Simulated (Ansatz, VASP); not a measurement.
**Two plane-wave programs on Be2CdS3**

```
Be Cd S
1.0
     3.46081    0.00000    0.00000
     0.00000    3.46081    0.00000
     0.00000    0.00000   10.83763
Be Cd S
2 1 3
Direct
  0.00000 0.50000 0.57272
  0.50000 0.00000 0.42728
  0.00000 0.00000 0.00000
  0.50000 0.50000 0.00000
  0.00000 0.50000 0.38446
  0.50000 0.00000 0.61554
```

Change from the starting cell: species swapped into the Hf2CuSb3 type (P-4m2, No. 115).

Alike in both runs: functional PBE; k mesh 6 × 6 × 2; occupations gaussian, width 0.1 eV; no spin polarisation.

Ansatz relaxed the structure, and its values are those at the end. VASP's run is a single point on that final structure, the one shown.

```csv
,VASP,Ansatz
version,VASP 6.6.1,Ansatz 0.2.0
potentials or method,"VASP PAW PBE potentials, release 64 (Be, Cd, S)","scalar-relativistic, plane waves, PAW"
plane-wave cutoff (eV),520,420
valence electrons in the cell,34,42
```

```tsv
	VASP	Ansatz	Ansatz less VASP
gap on the k mesh at the Fermi level (eV)	none	none	-
pressure (GPa)	0.2	0.0	-0.24
rms of the force components (eV/Å)	0.010	0.009	-0.0006
```

A gap of «none» marks a metal or a gap that the smearing closes. The two sets of potentials don't hold the same shells in valence.
